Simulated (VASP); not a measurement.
Consider the following.

```
Cd3Na
1.0
   -2.43105     2.43105     3.59306
    2.43105    -2.43105     3.59306
    2.43105     2.43105    -3.59306
Na Cd
1 3
Direct
  0.00000   0.00000   0.00000
  0.75000   0.25000   0.50000
  0.25000   0.75000   0.50000
  0.50000   0.50000   0.00000
```

All values below come from PBEsol GGA, VASP's PBE PAW potentials (set 64) (plane waves; VASP). Settings: 400 eV cut-off, 10×10×10 Γ-centred mesh, tetrahedra with Blöchl corrections, potentials Na_pv Cd.

**Question.** Predict the energy per atom (σ→0), band gap (on the k-mesh) with the smallest direct gap where there is one.

**Answer.** 
```yaml
band gap (on the k-mesh): none (metal, semimetal or under 0.01 eV)
energy per atom (σ→0): -1.309 eV/atom
```

Total energies compare only between runs with the same potentials, cut-off and functional.

The structure comes from a computed database's NaCd3 entry (I4/mmm); how it stands against other phases isn't given here. It was relaxed first. The electron count is odd and the run is not spin-polarised, which forces a metal.
